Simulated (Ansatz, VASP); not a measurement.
# Ni (Ni(100)) in two plane-wave programs, part 3 of 3

One calculation is typed for both programs; each brings its own data sets. How far apart do they land? The cell is taken from a series of runs on this material, whose earlier steps may have relaxed, scaled, displaced or heated it; both programs get it as it stands.

VASP 6.6.1 and Ansatz 0.2.0.

So far: Ansatz: single point, PBE, pair 1; VASP: single point, PBE, pair 1; Comparison; Ansatz: single point, PBE, pair 2; VASP: single point, PBE, pair 2; Side by side.

## Step 8: Ansatz: single point, PBE, pair 3

Level of this step: Ansatz beside VASP: Kohn-Sham DFT, plane waves, PBE (Ansatz).

With cell and atoms fixed, the geometry can't cause a difference; cores, projectors, grids and the points listed under the comparison can. This pair takes another cell of the material, with 7 atoms against 8 for the pair before.

The cell is taken from a series of runs on this material, whose earlier steps may have relaxed, scaled, displaced or heated it; both programs get it as it stands.

Contents of input.yaml:

```yaml
crystal:
  lattice:
    - [2.4890158698, 0.0, 0.0]
    - [0.0, 2.4890158698, 0.0]
    - [0.0, 0.0, 36.56]
  atoms:
    - { symbol: Ni, position: [0.0, 0.0, 0.3555798687], spin: 0.7 }
    - { symbol: Ni, position: [0.5, 0.5, 0.4037199125], spin: 0.7 }
    - { symbol: Ni, position: [0.0, 0.0, 0.4518599562], spin: 0.7 }
    - { symbol: Ni, position: [0.5, 0.5, 0.5], spin: 0.7 }
    - { symbol: Ni, position: [0.0, 0.0, 0.5481400438], spin: 0.7 }
    - { symbol: Ni, position: [0.5, 0.5, 0.5962800875], spin: 0.7 }
    - { symbol: Ni, position: [0.0, 0.0, 0.6444201313], spin: 0.7 }
magnetization:
  spin_polarized: true
kpoints:
  mp_grid: { grid: [16, 16, 1] }
hamiltonian:
  xc: pbe
scf:
  occupations: { method: fermi_dirac, width: 0.1 }
  convergence: { dr2_threshold: 1.0e-09 }
efield:
  axis: 3
  dipole_correction: true
  ramp_position: 0.97
  ramp_width: 0.06
output:
  write_potential: true
  write_density: true
  volumetric_format: npy
```

The run is started by

```bash
ansatz run input.yaml --threads 4 --pin off --max-ram 6144MiB --backend cpu --events-out ev --progress --plain --runs-dir out
```

Numbers of over 12 decimals in the logs are rounded to 6 here.

Output:

```text
[...]
Crystal: 7 atoms, lattice volume = 226.497 Å³
Basis set: ecut = 420 eV, 4395 PW (Γ)
Bands: 79, of which v1, the nominal top of the filled ones, is band 63 counted from 1 (62 counted from 0)
Symmetry: 8 space group operations
k-points: 45 of 256
[...]
k-point 1 ↑: bands = [... 59 lower, 1.8998, 2.0817, 2.1009, 2.1100, 2.1721, 2.2593, 2.2600, 2.3258, ... 12 higher]
  k-point 2 ↑: bands = [... 59 lower, 1.8234, 1.8611, 2.0422, 2.0878, 2.1985, 2.2521, 2.2664, 2.3497, ... 12 higher]
  k-point 44 ↓: bands = [... 59 lower, 3.3030, 3.3036, 3.5778, 3.5778, 5.7894, 5.7894, 7.0847, 7.0847, ... 12 higher]
[key lines of the parts left out:]
SCF converged after 19 iterations
Magnetization: 4.6237 μB (65.3119 up, 60.6881 down)
Free energy (F): -40876.481944 eV
Fermi energy:    2.896134 eV
Dipole field:    D = -0.000001 V/Å  (p = -0.000001 e·Å, saw-weighted, corrected)
Work function:   Φ+ = 4.9095 eV   Φ− = 4.9095 eV
```

## Step 9: VASP: single point, PBE, pair 3

The same cell, functional, mesh and smearing now go to VASP, with its own data sets.

Contents of INCAR:

```
SYSTEM = Ni
PREC = Accurate
ENCUT = 520
EDIFF = 1E-06
NELM = 200
ISMEAR = -1
SIGMA = 0.1
LREAL = .FALSE.
ALGO = Normal
GGA = PE
NBANDS = 49
ISPIN = 2
MAGMOM = 0.77 0.68 0.67 0.65 0.67 0.68 0.77
LASPH = .TRUE.
LMAXMIX = 4
LORBIT = 11
LWAVE = .FALSE.
LCHARG = .FALSE.
ISIF = 2
LDIPOL = .TRUE.
IDIPOL = 3
DIPOL = 0.5 0.5 0.5
LVHAR = .TRUE.
GGA_COMPAT = .FALSE.
NELMDL = -8
KPAR = 2
```

Contents of POSCAR:

```
Ni
1.0
    2.4890158698      0.0000000000      0.0000000000
    0.0000000000      2.4890158698      0.0000000000
    0.0000000000      0.0000000000     36.5600000000
Ni
7
Direct
    0.0000000000      0.0000000000      0.3555798687
    0.5000000000      0.5000000000      0.4037199125
    0.0000000000      0.0000000000      0.4518599562
    0.5000000000      0.5000000000      0.5000000000
    0.0000000000      0.0000000000      0.5481400438
    0.5000000000      0.5000000000      0.5962800875
    0.0000000000      0.0000000000      0.6444201313
```

Contents of KPOINTS:

```
Automatic mesh
0
Gamma
16 16 1
0 0 0
```

PAW data sets: Ni (PBE family, release 64).

The run is started by

```bash
mpirun -np 2 vasp_std
```

Output:

```text
[... set-up lines as in an earlier step ...]
 entering main loop
       N       E                     dE             d eps       ncg     rms          rms(c)
DAV:   1     0.506536106460E+03    0.50654E+03   -0.30709E+04  8844   0.151E+03
DAV:   2    -0.423894108506E+01   -0.51078E+03   -0.48616E+03  8884   0.333E+02
DAV:   3    -0.427824919981E+02   -0.38544E+02   -0.36486E+02  9642   0.130E+02
DAV:   4    -0.434994932772E+02   -0.71700E+00   -0.71497E+00  9891   0.198E+01
[...]
DAV:  46    -0.367587332366E+02   -0.27130E-05   -0.28598E-08  5535   0.288E-03    0.201E-04
DAV:  47    -0.367587343935E+02   -0.11569E-05   -0.11527E-08  5461   0.687E-04    0.381E-04
DAV:  48    -0.367587347606E+02   -0.36711E-06   -0.40115E-09  5572   0.548E-04
   1 F= -.36758735E+02 E0= -.36557713E+02  d E =-.402043E+00  mag=     4.5325
```

From OUTCAR (step 9):

```text
  Total       -2.0950232     -2.0950232     -0.9278600      0.0000000     -0.0000000      0.0000000
  in kB      -14.8196488    -14.8196488     -6.5634399      0.0000000     -0.0000000      0.0000000
  external PRESSURE =     -12.0675792 kB  Pullay stress =       0.0000000 kB

 POSITION                                       TOTAL-FORCE (eV/Angst)
 -----------------------------------------------------------------------------------
      0.00000      0.00000     13.00000        -0.000000      0.000000      0.308110
      1.24451      1.24451     14.76000        -0.000000      0.000000     -0.341781
      0.00000      0.00000     16.52000         0.000000     -0.000000      0.022785
      1.24451      1.24451     18.28000        -0.000000     -0.000000      0.000000
      0.00000      0.00000     20.04000        -0.000000     -0.000000     -0.022785
      1.24451      1.24451     21.80000        -0.000000      0.000000      0.341781
      0.00000      0.00000     23.56000         0.000000     -0.000000     -0.308110
 -----------------------------------------------------------------------------------
    total drift:                               -0.000000      0.000000      0.000000

  FREE ENERGIE OF THE ION-ELECTRON SYSTEM (eV)
  ---------------------------------------------------
  free  energy   TOTEN  =       -36.7587347606 eV

  energy  without entropy=      -36.3566917529  energy(sigma->0) =      -36.55771326

[... 2 parts as in an earlier step ...]

[... 2 further parts left out ...]
[key lines of the parts left out:]
E-fermi :  -0.0530
```

## Step 10: Comparison

What differs besides the data sets and the points named for the pairs above, as far as they apply: the data sets hold 126 valence electrons in Ansatz (on its default PAW (the set named soft_2) files) and 70 in VASP. Total energies have different zeros and are not compared.

The two programs side by side:

| quantity | Ansatz | VASP | difference |
| --- | --- | --- | --- |
| total moment (μB) | 4.62 | 4.53 | +0.09 |
| moment on Ni1 (μB) | 0.77 | 0.73 | +0.03 |
| moment on Ni7 (μB) | 0.77 | 0.73 | +0.03 |
| moment on Ni6 (μB) | 0.68 | 0.64 | +0.04 |
| moment on Ni2 (μB) | 0.68 | 0.64 | +0.04 |
| moment on Ni5 (μB) | 0.67 | 0.63 | +0.04 |
| moment on Ni3 (μB) | 0.67 | 0.63 | +0.04 |
| moment on Ni4 (μB) | 0.65 | 0.61 | +0.04 |
| work function, lower of the two faces (eV) | 4.91 | 4.89 | +0.02 |
| work function, higher of the two faces (eV) | 4.91 | 4.89 | +0.02 |

With vacuum in the cell, a pressure given here is an average over mostly empty space and none of the material.

## Step 11: Summary of results

| Item | Value |
| --- | --- |
| difference in work function, higher of the two faces (single point, PBE, pair 1) | 0.018 eV |
| difference in work function, higher of the two faces (single point, PBE, pair 2) | 0.018 eV |
| difference in work function, higher of the two faces (single point, PBE, pair 3) | 0.019 eV |

What this shows: The difference in work function, higher of the two faces is 0.018 eV (single point, PBE, pair 1). The data sets hold unlike numbers of valence electrons (126 in Ansatz and 70 in VASP and 144 in Ansatz and 80 in VASP), so part of the differences comes from the potentials. How closely two codes agree says nothing of how well the functional describes the real material.

[Lines on the potential files, build, host, timing and source positions are cut from VASP's logs without a mark.]

[Logs are printed without paths, hosts, clocks, repeated set-up lines and the standing remarks that a program may print on its own settings, such as how far it seeks lower states.]

[Hosts, paths, dates, database ids (printed as entryN), source tags and the programs' standing remarks are cut or masked in the printed files.]
